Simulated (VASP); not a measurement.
```
CELL_PARAMETERS angstrom
      1.25497     0.72456     2.32719
     -1.25497     0.72456     2.32719
      0.00000    -1.44911     2.32719
ATOMIC_POSITIONS crystal
  B  0.22754 0.22754 0.22754
  B  0.77246 0.77246 0.77246
```

Calculation: PBEsol GGA, VASP's PBE PAW potentials (set 64) (plane waves; VASP). Run with 520 eV cut-off, 16×16×16 Γ-centred mesh, first-order Methfessel-Paxton smearing of 0.10 eV, potentials B.

The ions, cell shape and volume are relaxed. Predict the relaxed structure.

```
CELL_PARAMETERS angstrom
      1.18084     0.68176     2.60697
     -1.18084     0.68176     2.60697
      0.00000    -1.36352     2.60697
ATOMIC_POSITIONS crystal
  B  0.25005 0.25005 0.25005
  B  0.74995 0.74995 0.74995
```
Space group R-3m (166), at a tolerance of 0.03 Å.

How do energy and volume change from the first to the last step?

The energy (σ→0) changes by -313.1 meV/atom and the volume by -0.8 %, in 32 ionic steps.

The structure was generated: B was put into the A7 type (R-3m), which need not be its known phase. This run relaxes it. Symmetry was kept, so distortions that lower it aren't found.
